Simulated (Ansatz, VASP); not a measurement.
**WS2: VASP beside Ansatz**

Wanted: the spread between two codes on one cell, functional and k mesh. The cell is taken from a series of runs on this material, whose earlier steps may have relaxed, scaled, displaced or heated it; both programs get it as it stands.

Main program and level: Ansatz 0.2.0; plane waves, with VASP 6.6.1 beside it; PBEsol.

## 1. The starting structure

The cell holds 3 atoms: 1 W and 2 S. Its edges and angles: a = 3.177 Å, b = 3.177 Å, c = 30.000 Å, α = 90.0°, β = 90.0°, γ = 120.0°. Vacuum lies along c.

## 2. VASP: zone-centre phonons, PBEsol, pair 1

Second derivatives magnify differences that forces hide, and they need a tight electronic threshold.

Lines of VASP's logs that name or quote its potential files are left out, and so is its time.

Contents of INCAR:

```
SYSTEM = WS2
PREC = Accurate
ENCUT = 600
EDIFF = 1E-08
NELM = 120
ISMEAR = 0
SIGMA = 0.01
LREAL = .FALSE.
ALGO = Normal
GGA = PS
NBANDS = 15
LASPH = .TRUE.
LORBIT = 11
LWAVE = .FALSE.
LCHARG = .FALSE.
ISIF = 2
IBRION = 8
GGA_COMPAT = .FALSE.
EFERMI = MIDGAP
NELMDL = -8
KPAR = 2
```

Contents of POSCAR:

```
WS2
1.0
    3.1773051722      0.0000000000      0.0000000000
   -1.5886525861      2.7516269947      0.0000000000
    0.0000000000      0.0000000000     30.0000000000
W S
1 2
Direct
    0.3333333333      0.6666666667      0.3333333333
    0.6666666666      0.3333333334      0.3851819369
    0.6666666666      0.3333333334      0.2814847297
```

Contents of KPOINTS:

```
Automatic mesh
0
Gamma
12 12 1
0 0 0
```

PAW data sets: W and S (PBE family, release 64).

Command:

```console
mpirun -np 2 vasp_std
```

Numbers of over 12 decimals in the logs are rounded to 6 here.

The program printed:

```text
[banner, memory and clock lines left out]
running    2 mpi-ranks, on    1 nodes
 distrk:  each k-point on    1 cores,    2 groups
 distr:  one band on    1 cores,    1 groups

 POSCAR found type information on POSCAR W S
 POSCAR found :  2 types and       3 ions
|                                                                             |
|               ----> ADVICE to this user running VASP <----                  |
|                                                                             |
|     You enforced a specific xc type in the INCAR file but a different       |
|     [... a line on the potential file left out ...]
|     I HOPE YOU KNOW WHAT YOU ARE DOING!                                     |
|                                                                             |

 LDA part: xc-table for (Slater+PW92), standard interpolation
 POSCAR, INCAR and KPOINTS ok, starting setup
 FFT: planning ... GRIDC
 FFT: planning ... GRID_SOFT
 FFT: planning ... GRID
 WAVECAR not read
 entering main loop
       N       E                     dE             d eps       ncg     rms          rms(c)
DAV:   1     0.148985490917E+03    0.14899E+03   -0.61561E+03   570   0.949E+02
DAV:   2    -0.662861938596E+01   -0.15561E+03   -0.14392E+03   954   0.166E+02
DAV:   3    -0.262286474857E+02   -0.19600E+02   -0.19440E+02   801   0.757E+01
DAV:   4    -0.266695704571E+02   -0.44092E+00   -0.43759E+00   761   0.141E+01
DAV:   5    -0.266808019864E+02   -0.11232E-01   -0.11219E-01   766   0.215E+00
DAV:   6    -0.266812932508E+02   -0.49126E-03   -0.49125E-03   828   0.467E-01
DAV:   7    -0.266813102046E+02   -0.16954E-04   -0.16953E-04   802   0.772E-02
DAV:   8    -0.266813111675E+02   -0.96288E-06   -0.96282E-06   815   0.173E-02    0.284E+01
DAV:   9    -0.255168710781E+02    0.11644E+01   -0.31095E+00   862   0.127E+01    0.123E+01
DAV:  10    -0.253696477836E+02    0.14722E+00   -0.10045E+00   738   0.799E+00    0.587E+00
DAV:  11    -0.253007458681E+02    0.68902E-01   -0.14675E-01   731   0.332E+00    0.941E-01
DAV:  12    -0.252992650490E+02    0.14808E-02   -0.26851E-02   808   0.113E+00    0.467E-01
DAV:  13    -0.252975315883E+02    0.17335E-02   -0.70010E-03   780   0.602E-01    0.168E-01
DAV:  14    -0.252974758373E+02    0.55751E-04   -0.55799E-04   801   0.193E-01    0.548E-02
[...]
DAV:  23    -0.252977793637E+02   -0.84323E-05   -0.25541E-07   717   0.155E-03    0.488E-04
DAV:  24    -0.252977823509E+02   -0.29871E-05   -0.76451E-08   750   0.798E-04    0.198E-04
DAV:  25    -0.252977844044E+02   -0.20535E-05   -0.48043E-08   661   0.507E-04    0.741E-05
DAV:  26    -0.252977849650E+02   -0.56062E-06   -0.48508E-09   675   0.208E-04    0.136E-04
DAV:  27    -0.252977851378E+02   -0.17281E-06   -0.27556E-10   579   0.956E-05    0.465E-05
DAV:  28    -0.252977851977E+02   -0.59857E-07    0.59393E-10   593   0.529E-05    0.253E-05
DAV:  29    -0.252977852122E+02   -0.14545E-07    0.74785E-10   523   0.287E-05    0.164E-05
DAV:  30    -0.252977852146E+02   -0.23606E-08    0.83019E-10   579   0.161E-05
   1 F= -.25297785E+02 E0= -.25297785E+02  d E =0.000000E+00
 Linear response reoptimize wavefunctions to high precision
DAV:   1    -0.252977852156E+02   -0.10091E-08    0.85531E-10   502   0.758E-06
DAV:   2    -0.252977852155E+02    0.10550E-09    0.84434E-10   614   0.326E-06
DAV:   3    -0.252977852155E+02   -0.60936E-10    0.84988E-10   558   0.145E-06
 Linear response DOF=           4
 Linear response progress:
  Degree of freedom:   1/  4
       N       E                     dE             d eps       ncg     rms          rms(c)
RMM:   1    -0.113821332518E+00   -0.11382E+00   -0.10526E-01  4242   0.179E+00
RMM:   2    -0.108851603907E+00    0.49697E-02   -0.34739E-03  3521   0.370E-01    0.191E-01
RMM:   3    -0.108250972482E+00    0.60063E-03   -0.35569E-04  3517   0.103E-01    0.114E-01
RMM:   4    -0.108054848738E+00    0.19612E-03   -0.41782E-04  3452   0.121E-01    0.150E-02
RMM:   5    -0.108090952458E+00   -0.36104E-04   -0.68032E-06  3875   0.173E-02    0.366E-03
RMM:   6    -0.108098720923E+00   -0.77685E-05   -0.27777E-07  3824   0.321E-03    0.612E-04
RMM:   7    -0.108096671572E+00    0.20494E-05    0.39377E-08  4040   0.807E-04    0.196E-04
RMM:   8    -0.108095549261E+00    0.11223E-05    0.14308E-07  4030   0.274E-04    0.532E-05
RMM:   9    -0.108095476422E+00    0.72839E-07   -0.55242E-08  4196   0.102E-04    0.275E-05
RMM:  10    -0.108095504741E+00   -0.28318E-07   -0.35975E-08  4040   0.750E-05    0.390E-06
RMM:  11    -0.108095523251E+00   -0.18510E-07   -0.16115E-08  4280   0.517E-05    0.202E-06
RMM:  12    -0.108095528838E+00   -0.55871E-08    0.28955E-10  3951   0.474E-05    0.766E-07
 first order change of Fermi-energy  -0.15958E-03
 force on displaced ion       1 direction 1 : -21.875  -0.001   0.000
 Linear response progress:
  Degree of freedom:   2/  4
       N       E                     dE             d eps       ncg     rms          rms(c)
RMM:   1    -0.170853484029E+00   -0.17085E+00   -0.17084E-01  1273   0.201E+00
RMM:   2    -0.151993472283E+00    0.18860E-01   -0.66284E-03   916   0.560E-01    0.199E-01
RMM:   3    -0.151195777471E+00    0.79769E-03   -0.63918E-04   954   0.146E-01    0.119E-01
RMM:   4    -0.151037328733E+00    0.15845E-03   -0.51399E-04   925   0.119E-01    0.413E-02
RMM:   5    -0.151124827304E+00   -0.87499E-04   -0.41888E-05   978   0.325E-02    0.176E-02
RMM:   6    -0.151178501865E+00   -0.53675E-04   -0.10190E-05   943   0.172E-02    0.517E-03
RMM:   7    -0.151162528347E+00    0.15974E-04    0.11104E-06   993   0.338E-03    0.167E-03
RMM:   8    -0.151164092307E+00   -0.15640E-05   -0.30648E-07   969   0.111E-03    0.288E-04
RMM:   9    -0.151163564348E+00    0.52796E-06    0.14449E-08  1017   0.336E-04    0.111E-04
RMM:  10    -0.151163284102E+00    0.28025E-06   -0.12048E-08  1012   0.439E-04    0.562E-05
RMM:  11    -0.151163297896E+00   -0.13794E-07   -0.16887E-10  1027   0.120E-04    0.613E-05
RMM:  12    -0.151163381109E+00   -0.83213E-07   -0.39720E-08  1090   0.220E-04    0.503E-05
RMM:  13    -0.151163437122E+00   -0.56013E-07    0.23226E-07  1042   0.109E-04    0.276E-05
RMM:  14    -0.151163419036E+00    0.18086E-07   -0.80380E-08  1108   0.995E-05    0.910E-06
RMM:  15    -0.151163420141E+00   -0.11055E-08   -0.17333E-08  1152   0.902E-05    0.110E-05
 first order change of Fermi-energy  -0.13051E-04
 force on displaced ion       1 direction 3 :  -0.000  -0.000 -33.103
 Linear response progress:
  Degree of freedom:   3/  4
       N       E                     dE             d eps       ncg     rms          rms(c)
RMM:   1    -0.937278621997E-01   -0.93728E-01    0.63911E-03  5323   0.208E+00
RMM:   2    -0.923759134834E-01    0.13519E-02   -0.23336E-03  3590   0.385E-01    0.130E-01
RMM:   3    -0.925689244964E-01   -0.19301E-03   -0.11613E-04  3678   0.693E-02    0.752E-02
RMM:   4    -0.928423127513E-01   -0.27339E-03   -0.73683E-05  3784   0.456E-02    0.138E-02
RMM:   5    -0.927848273466E-01    0.57485E-04   -0.37693E-06  3992   0.110E-02    0.510E-03
RMM:   6    -0.927629133874E-01    0.21914E-04   -0.36512E-07  4015   0.333E-03    0.237E-03
RMM:   7    -0.927724307745E-01   -0.95174E-05    0.17045E-08  3941   0.140E-03    0.559E-04
RMM:   8    -0.927713716938E-01    0.10591E-05    0.52278E-07  4135   0.384E-04    0.142E-04
RMM:   9    -0.927708506376E-01    0.52106E-06   -0.10406E-07  4169   0.180E-04    0.799E-05
RMM:  10    -0.927708125563E-01    0.38081E-07   -0.16158E-07  4222   0.128E-04    0.555E-06
RMM:  11    -0.927708327984E-01   -0.20242E-07   -0.78063E-08  4457   0.111E-04    0.344E-06
RMM:  12    -0.927708302206E-01    0.25778E-08   -0.20344E-08  4250   0.107E-04    0.881E-07
 first order change of Fermi-energy   0.98017E-04
 force on displaced ion       2 direction 1 : -10.588  -0.000   0.000
 Linear response progress:
  Degree of freedom:   4/  4
       N       E                     dE             d eps       ncg     rms          rms(c)
RMM:   1    -0.160634646117E+00   -0.16063E+00    0.17916E-02  1333   0.216E+00
RMM:   2    -0.157184636712E+00    0.34500E-02   -0.32091E-03   928   0.428E-01    0.355E-01
RMM:   3    -0.157076848633E+00    0.10779E-03   -0.39579E-04   965   0.126E-01    0.257E-01
RMM:   4    -0.157221818960E+00   -0.14497E-03   -0.27143E-04   963   0.786E-02    0.454E-02
RMM:   5    -0.157200858160E+00    0.20961E-04   -0.90244E-05   949   0.484E-02    0.172E-02
RMM:   6    -0.157199877286E+00    0.98087E-06   -0.32869E-06   973   0.122E-02    0.452E-03
RMM:   7    -0.157199816038E+00    0.61249E-07   -0.21777E-07  1008   0.299E-03    0.241E-03
RMM:   8    -0.157202561439E+00   -0.27454E-05    0.23128E-08  1019   0.750E-04    0.156E-03
RMM:   9    -0.157209783947E+00   -0.72225E-05    0.27747E-08   966   0.100E-03    0.353E-04
RMM:  10    -0.157211471740E+00   -0.16878E-05   -0.32495E-08  1019   0.386E-04    0.437E-04
RMM:  11    -0.157215059122E+00   -0.35874E-05   -0.25437E-07  1082   0.692E-04    0.141E-04
RMM:  12    -0.157216570453E+00   -0.15113E-05    0.64419E-09  1087   0.331E-04    0.798E-05
RMM:  13    -0.157217919122E+00   -0.13487E-05   -0.15840E-07  1108   0.375E-04    0.437E-05
RMM:  14    -0.157217903964E+00    0.15159E-07    0.55563E-07  1109   0.197E-04    0.595E-05
[...]
RMM:  18    -0.157218128986E+00   -0.64709E-08   -0.10239E-07  1139   0.129E-04    0.536E-06
RMM:  19    -0.157218152941E+00   -0.23955E-07   -0.18566E-07  1165   0.132E-04    0.252E-06
RMM:  20    -0.157218160345E+00   -0.74041E-08   -0.11907E-07  1051   0.122E-04    0.164E-06
RMM:  21    -0.157218156820E+00    0.35250E-08   -0.14541E-07  1019   0.121E-04    0.675E-07
RMM:  22    -0.157218157460E+00   -0.63931E-09   -0.14217E-07   943   0.119E-04    0.306E-07
RMM:  23    -0.157218157050E+00    0.40919E-09   -0.14455E-07   773   0.119E-04    0.200E-07
RMM:  24    -0.157218157766E+00   -0.71530E-09   -0.14553E-07   821   0.119E-04    0.134E-07
RMM:  25    -0.157218157732E+00    0.34032E-10   -0.14540E-07   668   0.118E-04    0.525E-08
 first order change of Fermi-energy   0.11392E+01
 force on displaced ion       2 direction 3 :   0.000  -0.000 -18.612
 Linear response finished
```

Parts of OUTCAR (step 2):

```text
ion  position               nearest neighbor table
   1  0.333  0.667  0.333-   2 2.41   3 2.41   2 2.41   3 2.41   2 2.41   3 2.41
   2  0.667  0.333  0.385-   1 2.41   1 2.41   1 2.41
   3  0.667  0.333  0.281-   1 2.41   1 2.41   1 2.41

  LATTYP: Found a hexagonal cell.
 ALAT       =     3.1773051722
 C/A-ratio  =     9.4419636686

 Subroutine GETGRP returns: Found 12 space group operations
 (whereof  6 operations were pure point group operations)

The static configuration has the point symmetry C_3v.
 The point group associated with its full space group is D_3h.

 Found     19 irreducible k-points:

   k-points           NKPTS =     19   k-points in BZ     NKDIM =     19   number of bands    NBANDS=     15

   dimension x,y,z NGX =    28 NGY =   28 NGZ =  240
   dimension x,y,z NGXF=    56 NGYF=   56 NGZF=  480

   ENCUT  =  600.0 eV  44.10 Ry    6.64 a.u.   6.35  6.35 59.92*2*pi/ulx,y,z

   NELECT =      18.0000    total number of electrons

 k-points in reciprocal lattice and weights: Automatic mesh
   0.00000000  0.00000000  0.00000000       0.007
   0.08333333 -0.00000000  0.00000000       0.042
   0.16666667 -0.00000000  0.00000000       0.042
   0.25000000 -0.00000000  0.00000000       0.042
   0.33333333 -0.00000000  0.00000000       0.042
   0.41666667  0.00000000  0.00000000       0.042
   0.50000000 -0.00000000  0.00000000       0.021
   0.08333333  0.08333333  0.00000000       0.042
   0.16666667  0.08333333  0.00000000       0.083
[...]
0.33333333  0.25000000  0.00000000       0.083
   0.33333333  0.33333333  0.00000000       0.014

 average (electrostatic) potential at core
       1 -48.7609       2 -94.8472       3 -94.8472

  Total       -1.1253304     -1.1253304     -0.0901177      0.0000000      0.0000000      0.0000000
  in kB       -6.8741798     -6.8741798     -0.5504919      0.0000000      0.0000000      0.0000000
  external PRESSURE =      -4.7662838 kB  Pullay stress =       0.0000000 kB

  energy-cutoff  :      600.00
  volume of cell :      262.28
      direct lattice vectors                 reciprocal lattice vectors
     3.177305172  0.000000000  0.000000000     0.314732122  0.181710676  0.000000000
    -1.588652586  2.751626995  0.000000000     0.000000000  0.363421351  0.000000000
     0.000000000  0.000000000 30.000000000     0.000000000  0.000000000  0.033333333

 POSITION                                       TOTAL-FORCE (eV/Angst)
 -----------------------------------------------------------------------------------
     -0.00000      1.83442     10.00000         0.000000      0.000000     -0.000000
      1.58865      0.91721     11.55546        -0.000000      0.000000     -0.026269
      1.58865      0.91721      8.44454         0.000000      0.000000      0.026269
 -----------------------------------------------------------------------------------
    total drift:                                0.000000     -0.000000      0.000000

 Eigenvectors and eigenvalues of the dynamical matrix
 ----------------------------------------------------

   1 f  =   13.044752 THz    81.962593 2PiTHz  435.126086 cm-1    53.948735 meV
             X         Y         Z           dx          dy          dz
     -0.000000  1.834418 10.000000    -0.000000   -0.000000   -0.508527
      1.588653  0.917209 11.555458     0.000000    0.000000    0.608852
      1.588653  0.917209  8.444542     0.000000    0.000000    0.608852

   2 f  =   12.551817 THz    78.865392 2PiTHz  418.683545 cm-1    51.910120 meV
             X         Y         Z           dx          dy          dz
     -0.000000  1.834418 10.000000    -0.000000   -0.000000    0.000000
      1.588653  0.917209 11.555458     0.000000    0.000000    0.707107
      1.588653  0.917209  8.444542     0.000000    0.000000   -0.707107

   3 f  =   10.603716 THz    66.625115 2PiTHz  353.701904 cm-1    43.853427 meV
             X         Y         Z           dx          dy          dz
     -0.000000  1.834418 10.000000     0.508547    0.000143   -0.000000
      1.588653  0.917209 11.555458    -0.608843   -0.000172    0.000000
      1.588653  0.917209  8.444542    -0.608843   -0.000172   -0.000000

   4 f  =   10.603716 THz    66.625115 2PiTHz  353.701904 cm-1    43.853427 meV
             X         Y         Z           dx          dy          dz
     -0.000000  1.834418 10.000000     0.000143   -0.508547    0.000000
      1.588653  0.917209 11.555458    -0.000172    0.608843   -0.000000
      1.588653  0.917209  8.444542    -0.000172    0.608843   -0.000000

   5 f  =    8.833928 THz    55.505206 2PiTHz  294.668119 cm-1    36.534174 meV
             X         Y         Z           dx          dy          dz
     -0.000000  1.834418 10.000000     0.000000   -0.000000    0.000000
      1.588653  0.917209 11.555458    -0.707106   -0.000841   -0.000000
      1.588653  0.917209  8.444542     0.707106    0.000841    0.000000

   6 f  =    8.833928 THz    55.505206 2PiTHz  294.668119 cm-1    36.534174 meV
             X         Y         Z           dx          dy          dz
     -0.000000  1.834418 10.000000     0.000000   -0.000000   -0.000000
      1.588653  0.917209 11.555458    -0.000841    0.707106   -0.000000
      1.588653  0.917209  8.444542     0.000841   -0.707106    0.000000

   7 f/i=    0.000057 THz     0.000360 2PiTHz    0.001909 cm-1     0.000237 meV
             X         Y         Z           dx          dy          dz
     -0.000000  1.834418 10.000000    -0.612474   -0.605190    0.000000
      1.588653  0.917209 11.555458    -0.255790   -0.252748    0.000000
      1.588653  0.917209  8.444542    -0.255790   -0.252748    0.000000

   8 f/i=    0.000057 THz     0.000360 2PiTHz    0.001909 cm-1     0.000237 meV
             X         Y         Z           dx          dy          dz
     -0.000000  1.834418 10.000000    -0.605190    0.612474   -0.000000
      1.588653  0.917209 11.555458    -0.252748    0.255790   -0.000000
      1.588653  0.917209  8.444542    -0.252748    0.255790   -0.000000

   9 f/i=    0.000242 THz     0.001523 2PiTHz    0.008083 cm-1     0.001002 meV
             X         Y         Z           dx          dy          dz
     -0.000000  1.834418 10.000000    -0.000000    0.000000    0.861046
      1.588653  0.917209 11.555458    -0.000000    0.000000    0.359583
      1.588653  0.917209  8.444542    -0.000000    0.000000    0.359583

 ELASTIC MODULI CONTR FROM IONIC RELAXATION (kBar)
 Direction    XX          YY          ZZ          XY          YZ          ZX
 --------------------------------------------------------------------------------
 XX         -97.1835    -72.3472   -227.8134      0.0000      0.0000     -0.0000
 YY         -72.3472    -97.1835   -227.8134     -0.0000     -0.0000      0.0000
 ZZ        -227.8134   -227.8134   -612.2659     -0.0000      0.0000     -0.0000
 XY           0.0000     -0.0000     -0.0000    -12.4181     -0.0000      0.0000
 YZ           0.0000     -0.0000      0.0000     -0.0000   -315.7372     -0.0000
 ZX          -0.0000      0.0000     -0.0000      0.0000     -0.0000   -266.4869
 --------------------------------------------------------------------------------
```

This run has no spin polarisation, so a moment on W, if there is one, isn't seen. The data set W keeps the semicore shell frozen, which is cheaper and a little less accurate.

(Continued in part 2 of 3.)

[Lines on the potential files, build, host, timing and source positions are cut from VASP's logs without a mark.]

[Logs are printed without paths, hosts, clocks, repeated set-up lines and the standing remarks that a program may print on its own settings, such as how far it seeks lower states.]

[Hosts, paths, dates, database ids (printed as entryN), source tags and the programs' standing remarks are cut or masked in the printed files.]
